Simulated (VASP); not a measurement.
CdS (Hawleyite):

```
CELL_PARAMETERS angstrom
0.00000 2.91650 2.91650
2.91650 0.00000 2.91650
2.91650 2.91650 0.00000
ATOMIC_POSITIONS crystal
Cd 0.00000 0.00000 0.00000
S 0.75000 0.75000 0.75000
```

Program: VASP 6.6.1. Alike in all runs: level PBE; potentials or basis VASP PAW PBE potentials, release 64 (Cd, S); cell as given; cutoff (eV) 520; smearing gaussian 0.02 eV. Hardware: 1 thread of Intel(R) Xeon(R) Platinum 8488C (Sapphire Rapids), with other jobs on the host.

Problem. Order these runs on this cell by their wall time, lowest first.
A. task band structure; spin off; k mesh 8 × 8 × 8; further INCAR settings ALGO = Normal; EDIFF = 1e-06; mesh quality not flagged
B. task band structure; spin non-collinear, zero start, SOC; k mesh 8 × 8 × 8; further INCAR settings ALGO = Normal; EDIFF = 1e-06; mesh quality not flagged
C. task dielectric tensor; spin off; k mesh 8 × 8 × 8; further INCAR settings ALGO = Normal; EDIFF = 1e-08; mesh quality not flagged
D. task single point; spin off; k mesh 3 × 3 × 3; further INCAR settings ALGO = Normal; EDIFF = 1e-06; mesh quality coarse

Solution. D (6.6 s), A (73 s), C (210 s), B (470 s).

Caveats: some runs use coarse meshes.
